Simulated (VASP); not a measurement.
Given:

```
SnO
1.0
    3.86577     0.00000     0.00000
    0.00000     3.86577     0.00000
    0.00000     0.00000    19.07235
Sn O
2 2
Direct
  0.50000   0.00000   0.43707
  0.00000   0.50000   0.56293
  0.50000   0.50000   0.50000
  0.00000   0.00000   0.50000
```

These are PBE GGA, VASP's PBE PAW potentials (set 64) (plane waves; VASP) values and carry that method's errors. Numerical set-up: PREC = Normal, EDIFF = 1E-5, 500 eV cut-off, 12×12×1 Γ-centred mesh, Gaussian smearing of 0.050 eV, potentials Sn_d O.

Question: The ions and cell shape at fixed volume are relaxed. Give the cell that the relaxation ends in.

Answer: 
```
SnO
1.0
    3.85337     0.00000     0.00000
    0.00000     3.85337     0.00000
    0.00000     0.00000    19.19523
Sn O
2 2
Direct
  0.50000   0.00000   0.43862
  0.00000   0.50000   0.56138
  0.50000   0.50000   0.50000
  0.00000   0.00000   0.50000
```

Question: How much energy does the relaxation gain?

Answer: The energy (σ→0) changes by -3.1 meV/atom, in 6 ionic steps.

The cell is a sheet with vacuum, built from SnO (litharge).
